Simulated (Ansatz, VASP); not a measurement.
**Be72H143 (V_H1): VASP beside Ansatz**

One calculation is typed for both programs; each brings its own data sets. How far apart do they land? The cell is taken from a series of runs on this material, whose earlier steps may have relaxed, scaled, displaced or heated it; both programs get it as it stands.

Program: Ansatz 0.2.0. Level of theory: plane waves, with VASP 6.6.1 beside it; single point at PBEsol. Results are calculated unless marked as measured.

### Step 1. The structure

The cell holds 215 atoms: 72 Be and 143 H. Its edges and angles: a = 11.980 Å, b = 12.225 Å, c = 12.225 Å, α = 76.1°, β = 70.9°, γ = 70.9°. It derives from BeH2 (BeH2 (Ibam)). Nearest the centre at fractional (0.610, 0.532, 0.378): Be27 at 1.72 Å, Be37 at 1.76 Å, H146 at 2.11 Å, H174 at 2.22 Å, H126 at 2.33 Å, H136 at 2.37 Å, H155 at 2.37 Å, H173 at 2.48 Å. The cell carries charge +1.

### Step 2. Ansatz: single point, PBEsol

Ansatz runs on its default PAW (the set named soft_2) files.

A single point gives forces, pressure and levels at one fixed geometry, so differences don't come from the geometry; what else differs is listed under the comparison.

Input file input.yaml:

```yaml
crystal:
  lattice:
    - [11.97997845, 0.0, 0.0]
    - [3.99332615, -8.75735955, 7.53777216]
    - [3.99332615, -8.75735955, -7.53777216]
  atoms:
    - { symbol: Be, position: [0.16809443348, 0.12381974971, 0.37419846354] }
    - { symbol: Be, position: [0.16692506361, 0.37435684279, 0.12510519813] }
    - { symbol: Be, position: [0.2603741513, 0.41600364023, 0.41665045212] }
    - { symbol: Be, position: [0.1836392006, 0.16538136841, 0.16602626843] }
    - { symbol: Be, position: [0.14949814389, 0.33353307623, 0.33411206505] }
    - { symbol: Be, position: [0.07162017489, 0.08376159195, 0.08423715702] }
    - { symbol: H, position: [0.21698510324, 0.3709531585, 0.21811082079] }
    - { symbol: H, position: [0.21675895916, 0.21725521128, 0.3721179909] }
    - { symbol: H, position: [0.05696942757, 0.46730595963, 0.12183670919] }
    - { symbol: H, position: [0.27687793499, 0.37737863996, 0.03192863123] }
    - { symbol: H, position: [0.30714650753, 0.15873921854, 0.16111973352] }
    - { symbol: H, position: [0.14547153692, 0.40939102756, 0.40996275013] }
    - { symbol: H, position: [0.02560024218, 0.33997936951, 0.3404630409] }
    - { symbol: H, position: [0.18719593916, 0.08975742664, 0.09044045302] }
    - { symbol: H, position: [0.05891726904, 0.11813138225, 0.46737156709] }
    - { symbol: H, position: [0.27870663748, 0.02949893882, 0.37577293385] }
    - { symbol: H, position: [0.11668227069, 0.28153886607, 0.12861012702] }
    - { symbol: H, position: [0.11672454537, 0.12758938434, 0.28221021632] }
    - { symbol: Be, position: [0.16640752257, 0.12517283433, 0.87516630356] }
    - { symbol: Be, position: [0.16602041925, 0.37458301946, 0.62563375443] }
    - { symbol: Be, position: [0.26182359426, 0.41612536456, 0.9159065584] }
    - { symbol: Be, position: [0.18295721893, 0.16551500838, 0.66648599149] }
    - { symbol: Be, position: [0.14998640572, 0.33416662035, 0.83391644707] }
    - { symbol: Be, position: [0.07194529108, 0.08295247312, 0.5841619934] }
    - { symbol: H, position: [0.21726123044, 0.37129565424, 0.71761971277] }
    - { symbol: H, position: [0.21677417062, 0.21793811803, 0.87159460496] }
    - { symbol: H, position: [0.05606193709, 0.46741678713, 0.62193764769] }
    - { symbol: H, position: [0.27591044627, 0.37812909661, 0.53230456324] }
    - { symbol: H, position: [0.30663259027, 0.1592795247, 0.66079536727] }
    - { symbol: H, position: [0.14655349038, 0.40989653323, 0.90939054662] }
    - { symbol: H, position: [0.02646450477, 0.34087377683, 0.83911875884] }
    - { symbol: H, position: [0.18710049318, 0.08976973269, 0.59051868142] }
    - { symbol: H, position: [0.0565114567, 0.12207230368, 0.96829757661] }
    - { symbol: H, position: [0.2763839782, 0.03227732902, 0.87894531739] }
    - { symbol: H, position: [0.11627909195, 0.28163597952, 0.62848316331] }
    - { symbol: H, position: [0.11608932363, 0.12787538501, 0.78259262831] }
    - { symbol: Be, position: [0.16568219516, 0.62452032565, 0.37473680141] }
    - { symbol: Be, position: [0.1670921066, 0.87453314586, 0.1251552773] }
    - { symbol: Be, position: [0.2618584085, 0.91444976304, 0.41766747753] }
    - { symbol: Be, position: [0.18294380685, 0.6656185837, 0.16591597799] }
    - { symbol: Be, position: [0.14955240456, 0.83343635698, 0.33359598435] }
    - { symbol: Be, position: [0.0710123024, 0.58369788396, 0.0843139707] }
    - { symbol: H, position: [0.2175164178, 0.87122561907, 0.21809553527] }
    - { symbol: H, position: [0.21639606898, 0.71711874667, 0.37094933824] }
    - { symbol: H, position: [0.05721778161, 0.96752419022, 0.12183102639] }
    - { symbol: H, position: [0.27714711704, 0.87763357274, 0.03233682967] }
    - { symbol: H, position: [0.30664003691, 0.65912722827, 0.16010022295] }
    - { symbol: H, position: [0.14792249409, 0.90688533093, 0.41032654471] }
    - { symbol: H, position: [0.0256177169, 0.84174675726, 0.33948302638] }
    - { symbol: H, position: [0.18650564061, 0.59024794247, 0.09009359576] }
    - { symbol: H, position: [0.05630318712, 0.62156590854, 0.46829630756] }
    - { symbol: H, position: [0.27601939151, 0.5317728657, 0.37809647876] }
    - { symbol: H, position: [0.11625288016, 0.78207223358, 0.12886279962] }
    - { symbol: H, position: [0.1156562094, 0.62783547717, 0.28199031354] }
    - { symbol: Be, position: [0.16592918006, 0.62516053734, 0.87560070332] }
    - { symbol: Be, position: [0.16698594383, 0.87392569078, 0.62663166106] }
    - { symbol: Be, position: [0.26210371733, 0.91598186798, 0.9162830041] }
    - { symbol: Be, position: [0.18326885558, 0.66464302352, 0.66748152055] }
    - { symbol: Be, position: [0.1500717544, 0.83379573282, 0.83486674624] }
    - { symbol: Be, position: [0.07080469935, 0.58355888655, 0.58461840435] }
    - { symbol: H, position: [0.21782798544, 0.87070224347, 0.7187018223] }
    - { symbol: H, position: [0.21648886438, 0.71758217464, 0.87268398306] }
    - { symbol: H, position: [0.05720535804, 0.96684299219, 0.62254511763] }
[... 47 lines left out ...]
    - { symbol: Be, position: [0.50130341211, 0.87466441306, 0.12459078891] }
    - { symbol: Be, position: [0.59711613588, 0.9177304914, 0.41702561596] }
    - { symbol: Be, position: [0.51729727066, 0.66530998832, 0.16651674331] }
    - { symbol: Be, position: [0.49022056314, 0.83549867186, 0.3331855961] }
    - { symbol: Be, position: [0.4042663634, 0.58401087082, 0.08389466732] }
    - { symbol: H, position: [0.55280123689, 0.87275742696, 0.21627098747] }
    - { symbol: H, position: [0.55272404902, 0.71592944943, 0.3698233962] }
    - { symbol: H, position: [0.39076271151, 0.96717889539, 0.12276765622] }
    - { symbol: H, position: [0.61098031945, 0.87756625049, 0.03168313363] }
    - { symbol: H, position: [0.64095360841, 0.65832440978, 0.16049209096] }
    - { symbol: H, position: [0.48175886271, 0.91176294369, 0.40981388514] }
    - { symbol: H, position: [0.36483338139, 0.83437395911, 0.34404741694] }
    - { symbol: H, position: [0.51932843836, 0.58989391792, 0.09157794801] }
    - { symbol: H, position: [0.37965130442, 0.63217843873, 0.47073369834] }
    - { symbol: H, position: [0.45015040812, 0.78183778296, 0.13011901859] }
    - { symbol: H, position: [0.45207902215, 0.62436113473, 0.28290415631] }
    - { symbol: Be, position: [0.50005738413, 0.62538017062, 0.87417166031] }
    - { symbol: Be, position: [0.50025192526, 0.87502917603, 0.62546899673] }
    - { symbol: Be, position: [0.59570581424, 0.9161210862, 0.91571018734] }
    - { symbol: Be, position: [0.51660066701, 0.6661483454, 0.66516455164] }
    - { symbol: Be, position: [0.48325841982, 0.83426736475, 0.83430398487] }
    - { symbol: Be, position: [0.40459528179, 0.58488624207, 0.58273712045] }
    - { symbol: H, position: [0.55005441135, 0.87230860724, 0.71818680971] }
    - { symbol: H, position: [0.55042321043, 0.71797181035, 0.87107286635] }
    - { symbol: H, position: [0.39030887444, 0.96766155258, 0.62064491345] }
    - { symbol: H, position: [0.6108464017, 0.87865044887, 0.53300991373] }
    - { symbol: H, position: [0.6402011964, 0.66009476666, 0.65884079475] }
    - { symbol: H, position: [0.48011977033, 0.90951458124, 0.91025728084] }
    - { symbol: H, position: [0.35964872141, 0.84063806677, 0.84021259749] }
    - { symbol: H, position: [0.52034945802, 0.59194805858, 0.58722672995] }
    - { symbol: H, position: [0.39031529612, 0.6219664525, 0.96755571876] }
    - { symbol: H, position: [0.61026999678, 0.53273490899, 0.87739293183] }
    - { symbol: H, position: [0.45007392491, 0.78259615385, 0.62760114832] }
    - { symbol: H, position: [0.44983460285, 0.62837306341, 0.78135506321] }
    - { symbol: Be, position: [0.83235380892, 0.12629954751, 0.37488994346] }
    - { symbol: Be, position: [0.8346072414, 0.3748715586, 0.12400504758] }
    - { symbol: Be, position: [0.92822129898, 0.41675927517, 0.4154501429] }
    - { symbol: Be, position: [0.85052960992, 0.16605416592, 0.16561699785] }
    - { symbol: Be, position: [0.81641263869, 0.33711849576, 0.33238131219] }
    - { symbol: Be, position: [0.73867696226, 0.08418306158, 0.08360723429] }
    - { symbol: H, position: [0.88585895493, 0.37132228598, 0.21633318702] }
    - { symbol: H, position: [0.87967176807, 0.22050013983, 0.37302561888] }
    - { symbol: H, position: [0.72457938352, 0.46742528037, 0.12009533025] }
    - { symbol: H, position: [0.94446142179, 0.37762292123, 0.03099366009] }
    - { symbol: H, position: [0.97410819518, 0.158881286, 0.16070111349] }
    - { symbol: H, position: [0.81219989955, 0.41300241137, 0.40788477189] }
    - { symbol: H, position: [0.69295121431, 0.35413976857, 0.32902844187] }
    - { symbol: H, position: [0.8539624901, 0.09013981633, 0.09034113344] }
    - { symbol: H, position: [0.72185852434, 0.12411375763, 0.46828370083] }
    - { symbol: H, position: [0.94203171752, 0.03342194015, 0.37972587431] }
    - { symbol: H, position: [0.78395070872, 0.28222906978, 0.12780087627] }
    - { symbol: H, position: [0.78257550195, 0.1294217738, 0.28196575362] }
    - { symbol: Be, position: [0.8335757676, 0.12536481103, 0.87449716477] }
    - { symbol: Be, position: [0.83276609454, 0.37499725497, 0.62493806477] }
    - { symbol: Be, position: [0.92897565792, 0.41622598194, 0.91518606787] }
    - { symbol: Be, position: [0.85000414617, 0.16591203569, 0.66560175692] }
    - { symbol: Be, position: [0.81694693272, 0.33427413056, 0.83346636232] }
    - { symbol: Be, position: [0.73717188743, 0.08410901037, 0.5846157824] }
    - { symbol: H, position: [0.88371187991, 0.37165312802, 0.71713513321] }
    - { symbol: H, position: [0.88389101192, 0.2180855839, 0.87101123941] }
    - { symbol: H, position: [0.72267789966, 0.46790441435, 0.62167407805] }
    - { symbol: H, position: [0.94233601809, 0.3786109362, 0.53166118912] }
    - { symbol: H, position: [0.97399802373, 0.15976474431, 0.65830613821] }
    - { symbol: H, position: [0.81352965024, 0.40990003397, 0.90905830372] }
    - { symbol: H, position: [0.69324660243, 0.3404957678, 0.83948731727] }
    - { symbol: H, position: [0.85271875879, 0.09047679606, 0.59011833079] }
    - { symbol: H, position: [0.72361108463, 0.12217493471, 0.96764921742] }
    - { symbol: H, position: [0.94342970273, 0.03239504699, 0.87817217286] }
    - { symbol: H, position: [0.78288603665, 0.28205170044, 0.62789078927] }
    - { symbol: H, position: [0.78332862021, 0.1282806474, 0.78185440633] }
    - { symbol: Be, position: [0.83282238596, 0.62527993034, 0.37455467876] }
    - { symbol: Be, position: [0.83378980396, 0.87485289266, 0.12472116986] }
    - { symbol: Be, position: [0.92826015347, 0.91675413548, 0.41614543096] }
    - { symbol: Be, position: [0.85000157064, 0.66585834345, 0.16579262442] }
    - { symbol: Be, position: [0.81694920197, 0.83447672483, 0.33372786171] }
    - { symbol: Be, position: [0.73848867657, 0.58380120931, 0.08364044839] }
    - { symbol: H, position: [0.8838812002, 0.87166877459, 0.21758597309] }
    - { symbol: H, position: [0.88242649175, 0.71824366231, 0.3723182718] }
    - { symbol: H, position: [0.72390147504, 0.96806862235, 0.12158211996] }
    - { symbol: H, position: [0.94369808488, 0.87821358496, 0.03188036368] }
    - { symbol: H, position: [0.97357397979, 0.65912763507, 0.1604590759] }
    - { symbol: H, position: [0.81306216959, 0.91052232435, 0.40924505664] }
    - { symbol: H, position: [0.69246438517, 0.84219057336, 0.33986628631] }
    - { symbol: H, position: [0.85368066953, 0.59008400353, 0.09024923346] }
    - { symbol: H, position: [0.72295889544, 0.62121072979, 0.46747312448] }
    - { symbol: H, position: [0.94326025066, 0.53275365732, 0.37762665124] }
    - { symbol: H, position: [0.78329284188, 0.78219838097, 0.12817520488] }
    - { symbol: H, position: [0.78209853958, 0.62900164319, 0.28198691059] }
    - { symbol: Be, position: [0.8331194327, 0.62552673757, 0.87454279131] }
    - { symbol: Be, position: [0.8333787894, 0.87476068153, 0.62501277465] }
    - { symbol: Be, position: [0.92892697894, 0.91618533721, 0.91574404061] }
    - { symbol: Be, position: [0.84961429058, 0.6658384809, 0.66592123093] }
    - { symbol: Be, position: [0.8168363156, 0.83438584075, 0.83375429615] }
    - { symbol: Be, position: [0.73775782574, 0.58395015209, 0.5836893389] }
    - { symbol: H, position: [0.88347580823, 0.87232576049, 0.7175183102] }
    - { symbol: H, position: [0.88368698885, 0.71813110456, 0.87102270126] }
    - { symbol: H, position: [0.7234585447, 0.96769032841, 0.62045568865] }
    - { symbol: H, position: [0.94337509308, 0.87796478212, 0.53196245816] }
    - { symbol: H, position: [0.97327730537, 0.65955531125, 0.659908819] }
    - { symbol: H, position: [0.81354563023, 0.90986867392, 0.90946560416] }
    - { symbol: H, position: [0.69310148275, 0.84088079729, 0.83966939746] }
    - { symbol: H, position: [0.85298770191, 0.59032252434, 0.59014961787] }
    - { symbol: H, position: [0.72316135174, 0.62265528608, 0.967816794] }
    - { symbol: H, position: [0.94304140017, 0.53258068586, 0.87813943733] }
    - { symbol: H, position: [0.7830142, 0.7821787953, 0.62819324812] }
    - { symbol: H, position: [0.78249671005, 0.62859271998, 0.78211028861] }
  host:
    repeats: [3, 2, 2]
    atoms:
      - { symbol: Be, position: [0.5, 0.25, 0.75] }
      - { symbol: Be, position: [0.5, 0.75, 0.25] }
      # ... 16 more atoms of the perfect host
total_charge: 1
basis:
  ecutwfc: 420
  xc_grid: 2
hamiltonian:
  xc: pbesol
kpoints:
  mp_grid: { grid: [1, 1, 1] }
scf:
  occupations: { method: fermi_dirac, width: 0.01 }
  max_iter: 100
output:
  forces: true
  charged_corrections:
    epsilon: [3.63, 3.74, 3.59]
    static_epsilon: [4.37, 5.16, 5.26]
    defect_position: [0.610062, 0.532222, 0.378227]
checkpoint:
  read: "../qp1.relax_smeared.run"
  write: "../cc1.qp1.l0.33.run"
  compress: false
  write_wavefunctions: false
  write_every: 100000
```

Command:

```bash
$ ansatz run input.yaml --threads 4 --pin off --max-ram 7536MiB --backend cpu --events-out ev --progress --plain --runs-dir out
```

Numbers of over 12 decimals in the logs are rounded to 6 here.

What it wrote:

```text
Warning: checkpoint.read: the run can stay near the saved state's solution: 215 site(s) moved relative to the saved geometry (max |Δs| = 5.143e-2 fractional); the SCF starts from the saved state under `checkpoint.density_extrapolation: transplant`, in force with no word given; its orbitals are not used off its sites. A run without `checkpoint.read` takes nothing of the state. A lower free energy from it at the same positions (and U, V and field ramp, if any) shows a solution that this start missed, and an equal or higher one rules none out (checkpoint.read, Limitations, in the input reference)
Engine: ansatz 0.2.0, x86_64-unknown-linux-gnu
Pseudopotentials: kind: paw
Pseudopotential: Be, paw, valence charge 2, recommended cutoff 420 eV (normal), Be.paw.azcp
Pseudopotential: H, paw, valence charge 1, recommended cutoff 420 eV (normal), H.paw.azcp
Functional definition: PBEsol
  exchange = pbesol_x
  correlation = pbesol_c
Crystal: 215 atoms, lattice volume = 1581.620 Å³
Basis set: ecut = 420 eV, 30935 PW (Γ), exchange–correlation on 162×180×180 points (8 copies of the dense FFT grid, shifted against one another)
Bands: 358, of which v1, the nominal top of the filled ones, is band 143 counted from 1 (142 counted from 0)
Symmetry: 1 space group operations
Space group: P1 (ITA 1), of the structure as read, at distance tolerance 1.2e-4 Å
k-points: 1
Non-local potential: Be, projectors of the file, l = 0: 2, l = 1: 2, l = 2: 1
Non-local potential: H, projectors of the file, l = 0: 2, l = 1: 1
PAW form: soft (Blöchl's): semilocal exchange-correlation on the pseudo side does not see the compensation charge
PAW frozen core: Be, regenerated for the run's functional, and the local potential with it (the file was generated under x = pbe(κ = 0.804, μ = 0.219515), c = pbe(β = 0.066725))
PAW one-centre angular grid: Be, 110 points (default); XC on 64 Gauss nodes
PAW one-centre angular grid: H, 110 points (default); XC on 64 Gauss nodes
Initial density: read from a saved state, or passed on in memory by an earlier SCF of this step, an earlier step, the calling program or the single point that the run made first, carried with its atoms to this geometry
Initial wavefunctions: pseudopotential atomic-orbital guess
Functional: x = pbesol(κ = 0.804, μ = 0.123457), c = pbesol(β = 0.046)
iter 1 solved again at ethr=5.61e-4 eV; its pass at ethr=3.10e-3 eV (dr2=1.60e0 eV) is discarded
SCF iter   1: F=—  HF=-8750.336779 eV  |F-HF|=—  |Δ(HF+E_count)|=         —  Δρ=1.08e-2  dr2=1.61e0  ethr=5.61e-4  ⟨swp⟩=13.0  Hψ=3385  notcnv=0  defer=2
preconditioner: auto → Resta (q_TF=auto, 2.052 Å⁻¹)  ε∞=2.7  [insulator: Δε(μ)=2.936 eV  Ē_g=11.964 eV  σ=0.010 eV  W_gap=1.00  n_scr=228 (ndim 8)  ℏωp=15.8 eV  f_vac=0.000  D(μ)=0.00/eV (n_scr^D=0)  ε∞_Penn≈2.7]
SCF iter   2: F=—  HF=-8750.052982 eV  |F-HF|=—  |Δ(HF+E_count)|=   2.84e-1  Δρ=5.59e-3  dr2=4.10e-1  ethr=5.61e-4  ⟨swp⟩=2.0  Hψ=417  notcnv=0  defer=36
SCF iter   3: F=—  HF=-8749.997551 eV  |F-HF|=—  |Δ(HF+E_count)|=   5.54e-2  Δρ=4.64e-4  dr2=5.30e-3  ethr=1.43e-4  ⟨swp⟩=4.0  Hψ=302  notcnv=0  defer=17
automatic band count: iteration 3 solves 166 bands in place of 358: the levels show a gap, and the empty bands left out lie too high to hold charge; the band table lists the bands solved (type scf.n_extra_bands for more)
SCF iter   4: F=—  HF=-8749.999271 eV  |F-HF|=—  |Δ(HF+E_count)|=   1.72e-3  Δρ=1.19e-4  dr2=3.58e-4  ethr=1.85e-6  ⟨swp⟩=3.0  Hψ=297  notcnv=0  defer=18
SCF iter   5: F=—  HF=-8749.999590 eV  |F-HF|=—  |Δ(HF+E_count)|=   3.19e-4  Δρ=2.30e-5  dr2=1.71e-5  ethr=1.25e-7  ⟨swp⟩=2.0  Hψ=292  notcnv=0  defer=18
SCF iter   6: F=—  HF=-8749.999911 eV  |F-HF|=—  |Δ(HF+E_count)|=   3.22e-4  Δρ=5.92e-6  dr2=9.67e-7  ethr=5.97e-9  ⟨swp⟩=2.0  Hψ=308  notcnv=0  defer=18
SCF iter   7: F=-8749.999913 eV  HF=-8749.999913 eV  |F-HF|=6.15e-8  |Δ(HF+E_count)|=   1.56e-6  Δρ=1.34e-6  dr2=5.15e-8  ethr=3.50e-11  ⟨swp⟩=13.0  Hψ=809  notcnv=0
SCF 1 converged in 7 iterations: F = -8749.999913 eV  dr2 = 5.15e-8
[...]
SCF converged after 7 iterations
Free energy (F): -8749.999913 eV
Harris-Foulkes:  -8749.999913 eV  (|F-HF|=6.15e-8)
Internal energy: -8749.999913 eV  (E = F + TS)
E sigma→0 (E₀):  -8749.999913 eV
Fermi energy:    0.441852 eV
--- Per-component energies (eV) ---
  E_band       = -998.389317
  E_kinetic    = 3384.788471
  E_local      = -3066.872084  (includes V_loc(G=0)·N_el)
  E_nonlocal   = 553.119449
  E_hartree    = 703.312538
  E_xc         = -2630.333074
  E_vxc        = -3083.495731  (∫ρ·V_xc dr)
  E_paw        = -4194.602372  (= ΣΔE_a)
  E_vpaw       = -192.367742  (= ΣTr[D̂ρ^β])
  E_aug_tail   = -0.185791  (compensation charges beyond the density's cutoff)
  E_ewald      = -3499.913306
[...]
atom  93  Be     0.01521814     0.01937695     0.01060984
  atom  94  Be     0.03201648     0.07548909    -0.12465545
  atom  95  Be    -0.02025988    -0.05919284    -0.10842693
  atom  96  Be    -0.02322986    -0.01720747    -0.01119782
  atom  97  H     -0.00155064     0.06839966     0.12534525
  atom  98  H      0.01108102    -0.00125080     0.02875237
  atom  99  H     -0.01912342     0.05208128     0.07904936
  atom 100  H      0.19382463    -0.16399139     0.07755879
  atom 101  H     -0.01341744    -0.02453600     0.02624108
  atom 102  H     -0.00863191     0.00321681     0.01221264
  atom 103  H      0.01795737     0.02811552     0.01932765
  atom 104  H      0.01613709    -0.00927820     0.02135576
  atom 105  H     -0.00360402     0.00302047     0.00286775
  atom 106  H      0.00209412    -0.00388031     0.00444004
[...]
atom 211  H     -0.03348434     0.03049394     0.00479076
  atom 212  H     -0.03114283    -0.03933775    -0.04236656
  atom 213  H     -0.00149187    -0.00986189    -0.00627927
  atom 214  H     -0.00768839     0.01046948    -0.00483683
  atom 215  H     -0.00946038     0.00431622    -0.00416249
  max |Σ_I F_I| component: 3.66e-5 eV/Å
--- Charged-cell corrections in eV (Makov–Payne, q = +1.000 e, ε = [3.630, 3.740, 3.590] of the electrons, [4.370, 5.160, 5.260] with the ions) ---
  F (periodic)     = -8749.999913  (uncorrected; the corrections below are reported, never added to it)
  E_corr1          = +0.484982  (monopole, q²α_M/2ε̄L, of the cell on which ε is isotropic)
  F Makov-Payne    = n/a  (the rows are of the electrons' constant alone; ansatz place-levels tells what screens the charge)
  no potential alignment in this run, which stands beside a crystal: run the host's input off ansatz write-host-input, and read the two finished runs by ansatz place-levels (neither reads a slab, a wire or a sheet, whose cell leaves a vacuum)
--- Band table (eV) ---
  k-point 0: bands = [... 139 lower, -1.0055, -0.9931, -0.9865, -0.9078, 1.7915, 3.8745, 4.1961, 4.3228, ... 19 higher]
```

[end of part 1 of 2]

[Lines on the potential files, build, host, timing and source positions are cut from VASP's logs without a mark.]

[Logs are printed without paths, hosts, clocks, repeated set-up lines and the standing remarks that a program may print on its own settings, such as how far it seeks lower states.]

[Hosts, paths, dates, database ids (printed as entryN), source tags and the programs' standing remarks are cut or masked in the printed files.]
